Why the gap of SiC settles before its levels do

How short a wave the cutoff allows

A plane-wave cutoff is a limit on wavelength. A wave of kinetic energy E has the wavelength

λ = h / √(2mE)

where h is Planck's constant and m the electron mass. With h²/(2m) ≈ 150 eV Å², a cutoff of 200 eV gives λ = √(150/200) Å ≈ 0.87 Å. At 700 eV the shortest wave is 0.46 Å long.

The price grows faster than the sharpness. The number of waves in a given cell goes as E to the power 3/2, so going from 200 to 700 eV multiplies it by about 6.5, while the shortest wavelength is not even halved.

These lengths have to be held against the atoms. The 2p shell of carbon has its greatest radial density roughly 0.6 Å from the nucleus, a recalled value. A shortest wave of 0.87 Å, with half a wave of about 0.4 Å, is a coarse brush for such a shell. The estimate warns that 200 eV is too low, but it can't say at which cutoff a gap becomes good to a few meV. For that one has to look at the results.

VASP 6.6.1, PBE with the recommended PAW potentials (Si, C), no spin polarisation or spin-orbit coupling: hexagonal SiC (P6_3mc, 4 atoms) at fixed geometry, 9 × 9 × 6 k mesh, Gaussian smearing of 0.02 eV. Both gaps are taken over the mesh points only; for the direct gap, both levels belong to the same point.

```
wave cutoff  gap on mesh (eV)  direct gap on mesh (eV)
     200 eV             2.207                    4.086
     250 eV             2.317                    4.060
     300 eV             2.322                    4.106
     350 eV             2.327                    4.108
     400 eV             2.323                    4.112
     450 eV             2.323                    4.112
     520 eV             2.323                    4.112
     600 eV             2.323                    4.112
     700 eV             2.324                    4.113
```

Three sizes to remember

The gap on the mesh is about 0.1 eV too small at the lowest cutoff and about 0.01 eV too small one step later, both relative to the 700 eV row. From 400 eV on, both gaps stay within 2 meV, and changes of that size deserve no explanation.

The third size is about 1 eV. The measured gap of this form of SiC is roughly 3.3 eV, again a recalled value, against 2.32 eV here. Most of the difference is the well-known underestimate of gaps by PBE, which no cutoff cures. The comparison is only a rough one, because lattice vibrations are absent and the atoms are not in their equilibrium positions: a force of 0.75 eV/Å still acts on each of them.

A gap feels only unequal shifts

Let E_v be the highest occupied level, the valence edge, and E_c the lowest empty one, the conduction edge. The gap is E_c − E_v, so its error is

error of gap = error of E_c − error of E_v

If both edges are too high by the same amount, the gap is right although neither level is.

The band edges of the same calculations show this at work. Relative to the 700 eV row, at a cutoff of 200 eV the valence edge is 0.21 eV too high and the conduction edge only 0.09 eV. The difference, 0.12 eV, is what the gap lacks.

At 250 eV the edges are still 61 and 53 meV too high. Their errors have become nearly equal, and the gap is only 7 meV too small. The gap has settled, in the sense that further steps barely move it, while the levels that define it still have more than 0.05 eV to fall. Both are counted from the program's own zero, which may itself shift with the cutoff. The gap doesn't feel such a shift.

Why the valence edge reacts more strongly

In the step from 200 to 250 eV the valence edge falls by 0.11 eV more than the conduction edge, a difference that no shift of the zero can change. The chemistry of the bond offers a reason. Carbon attracts electrons more strongly than silicon, so the upper valence states of SiC are built mainly from carbon 2p. That shell has no inner p shell to which it must be orthogonal, so it isn't pushed outward by one and stays compact. The PAW method smooths the wave function close to the nucleus, but what remains for the plane waves is still sharp.

The lowest empty states are antibonding. They carry more weight on silicon, whose 3p shell is kept further out by the filled 2p shell below it, and in the space between the atoms. Longer waves describe such states reasonably well. A basis that lacks short waves should therefore leave the occupied level too high by more than the empty one, and the gap comes out too small.

This assignment of the levels to atoms is general knowledge of such compounds. The calculations give no breakdown of the states by atom that would prove it here. They do show that the step compares like with like: at 200 eV as at 250 eV, the valence edge is the eighth level at the zone centre and the conduction edge the ninth at the zone corner K. The compact shell is a plausible part of the cause for the unequal fall of the two edges in the first step, and not a rule for every pair of levels, as the next comparison shows.

The near-cancellation belongs to one pair of levels

It is tempting to conclude that basis errors cancel in any gap. Two other pairs of levels, compared between 250 and 600 eV, show that they don't.

The valence edge lies at the centre of the Brillouin zone and the conduction edge at its corner, the point K. Between these two cutoffs they fall by almost the same amount, and the gap widens by only 6 meV. The direct gap, where both levels belong to the same point of the mesh, widens by 52 meV. The gap at the zone centre widens by 98 meV.

In all three pairs the gap widens, as the argument about the compact shell suggests, but the amounts differ by more than a factor of ten. At K itself even the sign is different: the lowest empty level there falls by more than the highest occupied one, so the gap at K narrows. Both sign and size depend on the two particular states, and the argument is only a rough guide. That the gap of SiC is so good at 250 eV is a property of its two edges and should not be taken as a general merit of gaps.

Some levels rise

Adding waves gives the wave functions more freedom. If the Hamiltonian stayed the same, each level, counted from the bottom, could only fall or stay where it is. Yet between 250 and 600 eV the lowest valence level at the zone centre rises by 0.06 eV, and the lowest empty level there rises by 0.04 eV.

So the Hamiltonian has not stayed the same. The electron density is found anew at each cutoff, and the potential made by that density changes with it, as does the grid on which both are held. A shift of the energy zero may be part of the change. It moves all levels alike, so by itself it can't raise some while the valence edge falls, but it can lift those that gain little from the added waves. A level therefore moves for two reasons, a better description of its own wave function and a changed potential, and the results do not separate the two. This is a further reason why the simple argument gives no size and can fail even in direction.

The dip of the direct gap

The direct gap behaves oddly at the start. It falls by 26 meV from 200 to 250 eV, in the very step in which the gap rises by 110 meV, and then it recovers.

The recovery can be traced to its levels. From 250 to 600 eV the occupied level of the direct gap falls by 82 meV and the empty one by 30 meV, so the direct gap opens. This is the expected pattern, in which the compact occupied state needs short waves more than the softer empty one does.

The fall before it can be traced in the same way, for at 200 eV the direct gap sits at the same mesh point. From there to 250 eV the occupied level rises by 10 meV and the empty one falls by 16 meV, so the direct gap closes from both sides. That is the reverse of the expected order. More waves alone would not raise the occupied level, so the changed potential or a shift of the zero must have a part in its rise, and a shift of the zero can't account for the narrowing. The simple argument fails here in the very step it was meant to explain, so it can't be the whole cause.

The dip carries a warning all the same. At 200 eV the direct gap is only 27 meV below its final value, at 250 eV it is 53 meV below. The poorer basis gives the better number, and only the rows that follow reveal that its closeness was an accident.

The direct gap also depends on the mesh. At 200, 250 and 600 eV it lies at the mesh point next to M, the middle of a side of the hexagonal zone, and M itself is not on a mesh with nine divisions. The true smallest direct gap may be somewhat lower than the column shows. This concerns its absolute value and leaves the comparison between cutoffs intact.

The small bump at 350 eV

At 350 eV the gap stands 4 meV above its value at 400 eV. The edges account for this. By 350 eV the valence edge has almost finished falling, and in the next step it drops by about 1 meV. The conduction edge is later and drops by between 5 and 6 meV, which takes the bump away.

The bump is thus a matter of timing between two levels that approach their limits at different rates. A difference of two falling quantities need not approach its own limit from one side, even when each of them comes down almost smoothly.

The pressure has no partner to cancel against

For anyone who wants to relax the cell, the pressure is the quantity to watch. At 250 eV, where the gap is nearly finished, the pressure is still 16 GPa too low relative to the 700 eV row. At 400 eV it is about 1 GPa too low, and from 450 eV on it stays within 0.2 GPa.

The cause is known as Pulay stress. The pressure is computed as the change of energy with volume for a fixed set of waves. When the cell is squeezed, the same waves become shorter, which amounts to a higher cutoff. In a poor basis this lowers the energy, and the crystal seems to gain by contracting. The effect fades only when extra waves no longer lower the energy noticeably. The total energies that VASP reports hide most of this lowering, because the program adds to them an estimate of the basis error of each free atom.

A cell relaxed at 250 eV would therefore shrink for a reason that has to do with the basis and not with the bonds. Its gap would then belong to a wrong volume, however well the gap had settled at the fixed one.

A rule for choosing the cutoff

Test the cutoff on the quantity that will be used, and on the most demanding one if several are needed. For this cell at fixed shape, 250 eV gives the gap to within 0.01 eV of the 700 eV row, the direct gap needs 300 eV for the same quality, and the pressure needs 450 eV to come within 0.2 GPa. The carbon dataset is made for a cutoff of about 400 eV, a recalled value, so the rows well below that are tests and not settings to adopt. When the quantity is a difference, look at its two parts as well: if they still move while the difference stands still, the agreement holds for that pair of levels and need not hold for another.
